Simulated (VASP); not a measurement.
```xyz
2
Lattice="3.3020 0.0000 0.0000 0.0000 3.3020 0.0000 0.0000 0.0000 3.3020" Properties=species:S:1:pos:R:3 pbc="T T T"
W      0.0000     0.0000     0.0000
Te     1.6510     1.6510     1.6510
```

All values below come from PBEsol GGA, VASP's PBE PAW potentials (set 64) (plane waves; VASP). Settings: 400 eV cut-off, 12×12×12 Γ-centred mesh, tetrahedra with Blöchl corrections, potentials W_sv Te.

Unless said otherwise, spin-orbit coupling is left out, though it shifts the bands of the heavy elements here.

Question: Tabulate the total density of states (states/eV per cell) against energy (eV; zero at the valence-band maximum or, without a gap, the Fermi level).

Answer: 
```
E (eV) | DOS (states/eV)
    -9.98 |  0.00
    -9.86 |  0.00
    -9.62 |  0.00
    -9.50 |  0.00
    -9.26 |  0.02
    -9.14 | # 0.06
    -8.90 | ## 0.16
    -8.78 | ## 0.20
    -8.66 | ### 0.24
    -8.42 | ### 0.29
    -8.30 | ### 0.32
    -8.06 | #### 0.40
    -7.94 | ##### 0.44
    -7.82 | ##### 0.48
    -7.58 | ###### 0.59
    -7.46 | ####### 0.67
    -7.22 | ############## 1.28
    -7.10 | ################## 1.68
    -6.86 | ################## 1.65
    -6.74 | ############## 1.27
    -6.62 | ########### 1.05
    -6.38 | ########## 0.96
    -6.26 | ########### 1.04
    -6.02 | ########### 1.00
    -5.90 | ########### 0.97
    -5.78 | ########## 0.92
    -5.54 | ########## 0.88
    -5.42 | ########## 0.91
    -5.18 | ######### 0.78
    -5.06 | ######## 0.76
    -4.82 | ######## 0.76
    -4.70 | ######### 0.86
    -4.58 | ########## 0.89
    -4.34 | ######### 0.78
    -4.22 | ######### 0.80
    -3.98 | ######### 0.83
    -3.86 | ########## 0.89
    -3.74 | ########### 1.01
    -3.50 | ########## 0.90
    -3.38 | ########### 0.98
    -3.14 | #################### 1.79
    -3.02 | ####################### 2.14
    -2.78 | ###################### 2.02
    -2.66 | ###################### 2.05
    -2.54 | ################### 1.70
    -2.30 | ######################### 2.26
    -2.18 | ########################## 2.37
    -1.94 | ################# 1.61
    -1.82 | ############## 1.28
    -1.70 | ########### 0.98
    -1.46 | ###### 0.59
    -1.34 | ##### 0.45
    -1.10 | ###### 0.58
    -0.98 | ############ 1.12
    -0.74 | ############################## 2.76
    -0.62 | ########################## 2.37
    -0.50 | ################## 1.65
    -0.26 | #################### 1.80
    -0.14 | #################### 1.87
     0.10 | ############# 1.17
     0.22 | ############ 1.06
     0.34 | ############ 1.11
     0.58 | ################# 1.59
     0.70 | ############## 1.25
     0.94 | ############# 1.18
     1.06 | ############### 1.41
     1.30 | ############### 1.42
     1.42 | ############## 1.25
     1.54 | ############## 1.25
     1.78 | ############### 1.41
     1.90 | ################## 1.62
     2.14 | ###################### 2.01
     2.26 | ##################### 1.96
     2.38 | #################### 1.87
     2.62 | ############### 1.39
     2.74 | ############# 1.15
     2.98 | ############ 1.14
     3.10 | ############### 1.37
     3.34 | ################## 1.68
     3.46 | ################### 1.78
```
Within 2 eV below the Fermi level the largest weight inside VASP's projection spheres is W d.

The structure was generated: WTe was put into the CsCl type type (Pm-3m), which need not be its known phase. It was relaxed first, which changed the volume by -39 %.
